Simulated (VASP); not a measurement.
All values below come from r2SCAN meta-GGA, VASP's PBE PAW potentials (set 64) (plane waves; VASP).

A VASP calculation is set up with these files.

### KPOINTS
```
kpoints
0
G
  14 14 14
```

**INCAR**
```
SYSTEM = TiC
PREC = Accurate; ENCUT = 600; LREAL = .FALSE.
LASPH = .TRUE.
EDIFF = 1E-7; NELM = 100; ALGO = Normal
LMAXMIX = 4; LMIXTAU = .TRUE.
ISMEAR = 1; SIGMA = 0.1
METAGGA = R2SCAN
IBRION = 2; NSW = 40; ISIF = 3
EDIFFG = -0.01; PSTRESS = 100
LWAVE = .FALSE.; LCHARG = .FALSE.
```

POSCAR:
```
TiC
1
   -0.0000000000     2.1662797386     2.1662797386
    2.1662797386     0.0000000000     2.1662797386
    2.1662797386     2.1662797386    -0.0000000000
Ti C
1 1
Direct
  0.0000000000   0.0000000000   0.0000000000
  0.5000000000   0.5000000000   0.5000000000
```

POTCAR, in this order: Ti_sv C (PBE.64 set). Program: vasp_std.

Energy and stress use the plane-wave basis of the starting cell.

**Question.** Predict the energy per atom (σ→0), volume per atom, band gap (on the k-mesh).

**Answer.** 
The energy per atom (σ→0) comes out as -12.425 eV/atom. The band gap (on the k-mesh) is none (metal, semimetal or under 0.01 eV). The volume per atom is 9.81 Å^3/atom.

OSZICAR:
```
...
DAV:   9    -0.248498878474E+02   -0.74952E-04   -0.88266E-04  2716   0.434E-01    0.275E-02
DAV:  10    -0.248499094110E+02   -0.21564E-04   -0.15063E-04  3136   0.123E-01    0.145E-02
DAV:  11    -0.248499178608E+02   -0.84499E-05   -0.93007E-06  3344   0.287E-02    0.108E-02
DAV:  12    -0.248499234499E+02   -0.55891E-05   -0.92865E-06  3152   0.326E-02    0.450E-03
DAV:  13    -0.248499255310E+02   -0.20810E-05   -0.31254E-06  3688   0.149E-02    0.841E-04
DAV:  14    -0.248499253672E+02    0.16378E-06   -0.16509E-07  2296   0.419E-03    0.792E-04
DAV:  15    -0.248499253067E+02    0.60461E-07   -0.56101E-09  1280   0.934E-04
   3 F= -.23624954E+02 E0= -.23624965E+02  d E =-.231569E-01
```

The compound is TiC in the rock salt structure. This run relaxes it under an external pressure of 10 GPa. Symmetry was kept, so distortions that lower it aren't found.
